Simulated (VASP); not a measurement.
# BeZn2Te3 (I-4m2) in VASP: single point with r2SCAN

Aim: the single point of BeZn2Te3 with r2SCAN.

Everything below comes from runs of VASP 6.6.1. Logs are shortened: lines on timing, memory, paths and dates and some standing lists are left out, and cuts for length are marked.

## (1) The crystal as given

The structure is tetragonal, space group I-4m2 (No. 119). The conventional cell has a = 4.237 Å, b = 4.237 Å, c = 18.166 Å, α = 90.00°, β = 90.00°, γ = 90.00°. Around Be (site symmetry -4m2) lie 4 Te at 2.51 Å. Zn (site symmetry 2mm) is surrounded by 4 Te at 2.65 to 2.66 Å. Te (site symmetry -4m2) has 4 Zn at 2.65 Å as nearest neighbours. Te (site symmetry 2mm) has 2 Be at 2.51 Å and 2 Zn at 2.66 Å as nearest neighbours.

The cell was built by a generator and needn't be a form met in nature.

## (2) Single point, r2SCAN

Input file INCAR:

```
  PREC = Accurate
  ENCUT = 520
  EDIFF = 1E-6
  ISMEAR = 0
  SIGMA = 0.03
  LREAL = False
  LASPH = True
  NELM = 150
  ALGO = Normal
  ISIF = 2
  LWAVE = False
  LCHARG = False
  METAGGA = R2SCAN
  LMIXTAU = True
  KPAR = 4
```

Input file KPOINTS:

```
Automatic mesh
0
Gamma
  8 8 8
```

Input file POSCAR:

```
BeZn2Te3
1.0
   -2.1185700000      2.1185700000      9.0827800000
    2.1185700000     -2.1185700000      9.0827800000
    2.1185700000      2.1185700000     -9.0827800000
Be Zn Te
1 2 3
Direct
    0.0000000000      0.0000000000      0.0000000000
    0.6622600000      0.6622600000      0.0000000000
    0.3377400000      0.3377400000      0.0000000000
    0.2500000000      0.7500000000      0.5000000000
    0.5737130000      0.0737130000      0.5000000000
    0.9262870000      0.4262870000      0.5000000000
```

Potentials or basis: VASP PAW PBE potentials, release 64 (Be, Zn, Te).

The run is started by

```console
$ cat potpaw_PBE.64/Be/POTCAR potpaw_PBE.64/Zn/POTCAR potpaw_PBE.64/Te/POTCAR > POTCAR
$ mpirun -np 4 vasp_std > vasp.out
```

OUTCAR:

```text
PREC = Accurate
   ENCUT = 520
   EDIFF = 1E-6
   ISMEAR = 0
   LREAL = False
   LASPH = True
   NELM = 150
   ISIF = 2
   METAGGA = R2SCAN

 ion  position               nearest neighbor table
   1  0.000  0.000  0.000-   5 2.51   6 2.51   5 2.51   6 2.51
   2  0.662  0.662  0.000-   4 2.65   4 2.65   5 2.66   5 2.66
   3  0.338  0.338  0.000-   4 2.65   4 2.65   6 2.66   6 2.66
   4  0.250  0.750  0.500-   2 2.65   3 2.65   3 2.65   2 2.65
   5  0.574  0.074  0.500-   1 2.51   1 2.51   2 2.66   2 2.66
   6  0.926  0.426  0.500-   1 2.51   1 2.51   3 2.66   3 2.66

  LATTYP: Found a body centered tetragonal cell.
 ALAT       =     4.2371400000
 C/A-ratio  =     4.2872220413

  Lattice vectors:

 A1 = (  -2.1185700000,   2.1185700000,   9.0827800000)
 A2 = (   2.1185700000,  -2.1185700000,   9.0827800000)
 A3 = (   2.1185700000,   2.1185700000,  -9.0827800000)

Analysis of symmetry for initial positions (statically):
=====================================================================
 Subroutine PRICEL returns:
 Original cell was already a primitive cell.

 Routine SETGRP: Setting up the symmetry group for a
 body centered tetragonal supercell.

 Subroutine GETGRP returns: Found  8 space group operations
 (whereof  8 operations were pure point group operations)
 out of a pool of 16 trial point group operations.

The static configuration has the point symmetry D_2d.

Analysis of symmetry for dynamics (positions and initial velocities):
=====================================================================
 Subroutine PRICEL returns:
 Original cell was already a primitive cell.

 Routine SETGRP: Setting up the symmetry group for a
 body centered tetragonal supercell.

 Subroutine GETGRP returns: Found  8 space group operations
 (whereof  8 operations were pure point group operations)
 out of a pool of 16 trial point group operations.

The dynamic configuration has the point symmetry D_2d.

 Subroutine INISYM returns: Found  8 space group operations
 (whereof  8 operations are pure point group operations),
 and found     1 'primitive' translations

----------------------------------------------------------------------------------------

                                     Primitive cell

  volume of cell :     163.0664

  direct lattice vectors                    reciprocal lattice vectors
    -2.118570000  2.118570000  9.082780000     0.000000000  0.236008251  0.055049225
     2.118570000 -2.118570000  9.082780000     0.236008251  0.000000000  0.055049225
     2.118570000  2.118570000 -9.082780000     0.236008251  0.236008251  0.000000000

  length of vectors
     9.564181628  9.564181628  9.564181628     0.242343375  0.242343375  0.333766069

  position of ions in fractional coordinates (direct lattice)
     0.000000000  0.000000000  0.000000000
     0.662260000  0.662260000  0.000000000
     0.337740000  0.337740000  0.000000000
     0.250000000  0.750000000  0.500000000
     0.573713000  0.073713000  0.500000000
     0.926287000  0.426287000  0.500000000

  ion indices of the primitive-cell ions
   primitive index   ion index
                 1           1
                 2           2
                 3           3
                 4           4
                 5           5
                 6           6

----------------------------------------------------------------------------------------

 KPOINTS: Automatic mesh

Automatic generation of k-mesh.
 Grid dimensions read from file:
 generate k-points for:    8    8    8

 Generating k-lattice:

  Cartesian coordinates                     Fractional coordinates (reciprocal lattice)
     0.000000000  0.029501031  0.006881153     0.125000000  0.000000000  0.000000000
     0.029501031  0.000000000  0.006881153     0.000000000  0.125000000  0.000000000
     0.029501031  0.029501031  0.000000000     0.000000000  0.000000000  0.125000000

  Length of vectors
     0.030292922  0.030292922  0.041720759

  Shift w.r.t. Gamma in fractional coordinates (k-lattice)
     0.000000000  0.000000000  0.000000000

 Subroutine IBZKPT returns following result:
 ===========================================

 Found     59 irreducible k-points:

 Following reciprocal coordinates:
            Coordinates               Weight
  0.000000  0.000000  0.000000      1.000000
  0.125000  0.000000  0.000000      8.000000
  0.250000  0.000000  0.000000      8.000000
  0.375000 -0.000000  0.000000      8.000000
  0.500000  0.000000  0.000000      4.000000
  0.125000  0.125000  0.000000      8.000000
[... 16 lines left out ...]
  0.250000  0.125000  0.125000     16.000000
  0.375000  0.125000  0.125000      8.000000
 [... further k-points ...]
   k-points           NKPTS =     59   k-points in BZ     NKDIM =     59   number of bands    NBANDS=     26
   number of dos      NEDOS =    301   number of ions     NIONS =      6
   total plane-waves  NPLWV = 373248
   dimension x,y,z NGX =    72 NGY =   72 NGZ =   72
   dimension x,y,z NGXF=   144 NGYF=  144 NGZF=  144
   ions per type =               1   2   3
   NGX,Y,Z   is equivalent  to a cutoff of  12.52, 12.52, 12.52 a.u.
   NGXF,Y,Z  is equivalent  to a cutoff of  25.03, 25.03, 25.03 a.u.
 SYSTEM =  unknown system
   PREC   = accura    normal or accurate (medium, high low for compatibility)
   ISTART =      0    job   : 0-new  1-cont  2-samecut
   ICHARG =      2    charge: 1-file 2-atom 10-const
   ISPIN  =      1    spin polarized calculation?
   LNONCOLLINEAR =      F non collinear calculations
   LSORBIT =      F    spin-orbit coupling
   LASPH  =      T    aspherical Exc in radial PAW
   ENCUT  =  520.0 eV  38.22 Ry    6.18 a.u.  17.78 17.78 17.78*2*pi/ulx,y,z
   NELM   =    150;   NELMIN=  2; NELMDL= -5     # of ELM steps
   EDIFF  = 0.1E-05   stopping-criterion for ELM
   LREAL  =      F    real-space projection
   EDIFFG = 0.1E-04   stopping-criterion for IOM
   NSW    =      0    number of steps for IOM
   IBRION =     -1    ionic relax: 0-MD 1-quasi-New 2-CG
   NFREE  =      0    steps in history (QN), initial steepest desc. (CG)
   ISIF   =      2    stress and relaxation
   ISYM   =      2    0-nonsym 1-usesym 2-fastsym
   POTIM  = 0.5000    time-step for ionic-motion
   TEBEG  =    0.0;   TEEND  =   0.0 temperature during run
   PSTRESS=    0.0 pullay stress
   NELECT =      44.0000    total number of electrons
   NUPDOWN=      -1.0000    fix difference up-down
   EMIN   =  10.00;   EMAX   =-10.00  energy-range for DOS
   EFERMI =   0.00;   METHOD = LEGACY
   ISMEAR =     0;   SIGMA  =   0.03  broadening in eV -4-tet -1-fermi 0-gaus
   EFERMI_NEDOS =   21; number of points for ismear=-14 and -15
   IALGO  =     38    algorithm
   IMIX   =      4    mixing-type and parameters
     AMIX     =   0.40;   BMIX     =  1.00
     AMIX_MAG =   1.60;   BMIX_MAG =  1.00
  volume/ion in A,a.u.               =      27.18       183.40
  Fermi-wavevector in a.u.,A,eV,Ry     =   1.057883  1.999109 15.226500  1.119116
  Thomas-Fermi vector in A             =   2.193172
   LORBIT       =      0    0 simple, 1 ext, 2 COOP (PROOUT), +10 PAW based schemes
   METAGGA = R2SCAN    functional components
   LHFCALC =     F    Hartree Fock is set to
   AEXX    =    0.0000 exact exchange contribution
   IVDW    =     0    specifies the selected vdW correction
   LEPSILON=     F    determine dielectric tensor
   LRPA    =     F    only Hartree local field effects (RPA)
 non-spin polarized calculation
 Gauss-broadening in eV      SIGMA  =   0.03
  energy-cutoff  :      520.00
  volume of cell :      163.07
 maximum number of plane-waves:      4414
   NGX = 35   NGY = 35   NGZ = 35

 number of electron      43.9999998 magnetization

 Free energy of the ion-electron system (eV)
  ---------------------------------------------------
  ext. energy  EPLUGINS =         0.00000000
  ---------------------------------------------------
  free energy    TOTEN  =      -101.47742259 eV

  energy without entropy =     -101.47742259  energy(sigma->0) =     -101.47742259

 E-fermi :   3.4531     XC(G=0):  -9.3718

 val. band max:        3.2807978753   @ k =   0.0000   0.0000   0.0000
 cond. band min:       5.5041004279   @ k =   0.0000   0.0000   0.0000
 fundamental gap:      2.2233025527
 Fermi energy:         3.4530763384

 k-point     1 :       0.0000    0.0000    0.0000
  band No.  band energies     occupation
      1      -8.9459      2.00000
      2      -8.0883      2.00000
      3      -7.8459      2.00000
      4      -3.7639      2.00000
      5      -3.7439      2.00000
      6      -3.7439      2.00000
[... 18 lines left out ...]
     25       6.1675      0.00000
     26       6.9499      0.00000

 k-point     2 :       0.1250    0.0000    0.0000
  band No.  band energies     occupation
      1      -8.8607      2.00000
      2      -8.0761      2.00000
      3      -7.7971      2.00000
      4      -3.7557      2.00000
      5      -3.7433      2.00000
      6      -3.7408      2.00000
[... 18 lines left out ...]
     25       6.5600      0.00000
     26       7.1675      0.00000

 k-point     3 :       0.2500    0.0000    0.0000
  band No.  band energies     occupation
      1      -8.6217      2.00000
      2      -8.0267      2.00000
      3      -7.7212      2.00000
      4      -3.7442      2.00000
      5      -3.7326      2.00000
      6      -3.7324      2.00000
[... 18 lines left out ...]
     25       6.8027      0.00000
     26       8.0646      0.00000

 k-point     4 :       0.3750   -0.0000    0.0000
  band No.  band energies     occupation
      1      -8.2847      2.00000
      2      -7.9581      2.00000
      3      -7.7472      2.00000
      4      -3.7367      2.00000
      5      -3.7216      2.00000
      6      -3.7014      2.00000
[... 18 lines left out ...]
     25       6.8035      0.00000
     26       8.2337      0.00000

 k-point     5 :       0.5000    0.0000    0.0000
  band No.  band energies     occupation
      1      -7.9577      2.00000
      2      -7.9463      2.00000
      3      -7.9248      2.00000
      4      -3.7348      2.00000
      5      -3.7151      2.00000
      6      -3.6921      2.00000
[... 18 lines left out ...]
     25       6.8741      0.00000
     26       8.2847      0.00000

 k-point     6 :       0.1250    0.1250    0.0000
  band No.  band energies     occupation
      1      -8.7695      2.00000
      2      -8.0908      2.00000
      3      -7.7264      2.00000
      4      -3.7509      2.00000
      5      -3.7416      2.00000
      6      -3.7339      2.00000
[... 427 lines left out ...]
 k-point    21 :       0.5000    0.5000    0.0000
  band No.  band energies     occupation
      1      -7.5687      2.00000
      2      -7.5559      2.00000
      3      -7.5556      2.00000
      4      -3.6807      2.00000
      5      -3.6693      2.00000
      6      -3.6676      2.00000
[... 18 lines left out ...]
     25       7.1847      0.00000
     26       7.3341      0.00000

 k-point    22 :       0.1250    0.1250    0.1250
  band No.  band energies     occupation
      1      -8.3386      2.00000
      2      -7.8720      2.00000
      3      -7.6428      2.00000
      4      -3.7303      2.00000
      5      -3.7220      2.00000
      6      -3.6972      2.00000
[... 18 lines left out ...]
     25       7.1312      0.00000
     26       7.9869      0.00000

 k-point    23 :       0.2500    0.1250    0.1250
  band No.  band energies     occupation
      1      -8.0413      2.00000
      2      -7.7897      2.00000
      3      -7.6282      2.00000
      4      -3.7161      2.00000
      5      -3.6989      2.00000
      6      -3.6753      2.00000
[... 18 lines left out ...]
     25       6.8446      0.00000
     26       7.6632      0.00000

 k-point    24 :       0.3750    0.1250    0.1250
  band No.  band energies     occupation
      1      -7.7728      2.00000
      2      -7.7648      2.00000
      3      -7.7508      2.00000
      4      -3.7129      2.00000
      5      -3.6821      2.00000
      6      -3.6637      2.00000
[... 18 lines left out ...]
     25       7.2153      0.00000
     26       7.7832      0.00000

 [... further k-points ...]
[... 5 lines left out ...]
  --------------------------------------------------------------------------------------
  -------------------------------------------------------------------------------------
  Total       -1.1124764     -1.1124764     -1.2641935      0.0000000      0.0000000      0.0000000
  in kB      -10.9304231    -10.9304231    -12.4210905      0.0000000      0.0000000      0.0000000
  external PRESSURE =     -11.4273122 kB  Pullay stress =       0.0000000 kB

 VOLUME and BASIS-vectors are now :
 -----------------------------------------------------------------------------
  energy-cutoff  :      520.00
  volume of cell :      163.07
      direct lattice vectors                 reciprocal lattice vectors
    -2.118570000  2.118570000  9.082780000     0.000000000  0.236008251  0.055049225
     2.118570000 -2.118570000  9.082780000     0.236008251  0.000000000  0.055049225
     2.118570000  2.118570000 -9.082780000     0.236008251  0.236008251  0.000000000

 POSITION                                       TOTAL-FORCE (eV/Angst)
 -----------------------------------------------------------------------------------
      0.00000      0.00000      0.00000        -0.000000     -0.000000      0.000000
      0.00000      0.00000     12.03032        -0.000000     -0.000000      0.003712
      0.00000      0.00000      6.13524        -0.000000     -0.000000     -0.003712
      2.11857      0.00000      4.54139        -0.000000     -0.000000      0.000000
      0.00000      2.11857      1.33904         0.000000      0.000000      0.163851
      0.00000      2.11857      7.74374        -0.000000     -0.000000     -0.163851
 -----------------------------------------------------------------------------------
    total drift:                                0.000009     -0.000009      0.000000

  FREE ENERGIE OF THE ION-ELECTRON SYSTEM (eV)
  ---------------------------------------------------
  free  energy   TOTEN  =      -101.4774225895 eV

  energy  without entropy=     -101.4774225895  energy(sigma->0) =     -101.47742259
```

Run time: 16 min. Hardware: 4 MPI ranks of Intel Xeon 6975P-C (Granite Rapids), shared host; peak memory 1.1 GiB.

What came out:

| Item | Value |
| --- | --- |
| Free energy | -101.4774 eV |
| Pressure | -1.1 GPa |
| Largest force | 0.164 eV/Å |
| Band gap on the k mesh | 2.22 eV, direct |

Forces in eV/Å, atoms in the order of the input:
```
Be   0.000  0.000  0.000
Zn   0.000  0.000  0.004
Zn   0.000  0.000 -0.004
Te   0.000  0.000  0.000
Te   0.000  0.000  0.164
Te   0.000  0.000 -0.164
```

Stress tensor (GPa, compression positive):
```
-1.09  0.00  0.00
 0.00 -1.09  0.00
 0.00  0.00 -1.24
```

Caveat: the PAW data sets were made with another functional, which shifts forces and pressure a little; spin-orbit coupling is left out, which moves the levels of the heavy elements.
